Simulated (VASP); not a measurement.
SnTe:

```xyz
2
Lattice="0.0000 3.1509 3.1509 3.1509 0.0000 3.1509 3.1509 3.1509 0.0000" Properties=species:S:1:pos:R:3 pbc="T T T"
Sn    0.0000    0.0000    0.0000
Te    3.1509    3.1509    3.1509
```

| Quantity | Value |
| --- | --- |
| Program | VASP 6.6.1 |
| Task | relaxation of cell and atoms |
| Functional | r2SCAN |
| Potentials or basis | VASP PAW PBE potentials, release 64 (Sn_d, Te) |
| Cutoff | 520 eV |
| k mesh | 8 × 8 × 8 |
| Occupations | gaussian, width 0.02 eV |
| Spin | no spin polarisation |

At the start: pressure 1.6 GPa; volume 31.28 Å³/atom.

**Question.** How do energy, volume and symmetry change on relaxing?

**Answer.** Over 3 steps the energy falls by 5.4 meV/atom and the volume is 32.37 Å³/atom (+3.5 %); space group Fm-3m (No. 225, to 0.05 Å).

The path:
```csv
step,energy change (eV),largest force (eV/Å),pressure (GPa),volume (Å³)
1,0.0000,0.0000,1.63,62.56
2,-0.0096,0.0000,-0.50,65.49
3,-0.0108,0.0000,0.00,64.74
```

Final structure:
```yaml
crystal:
  lattice:
    - [0.00000, 3.18701, 3.18701]
    - [3.18701, 0.00000, 3.18701]
    - [3.18701, 3.18701, 0.00000]
  atoms:
    - { symbol: Sn, position: [0.00000, 0.00000, 0.00000] }
    - { symbol: Te, position: [0.50000, 0.50000, 0.50000] }
```

Caveat: the PAW data sets were made with another functional, which shifts forces and pressure a little.
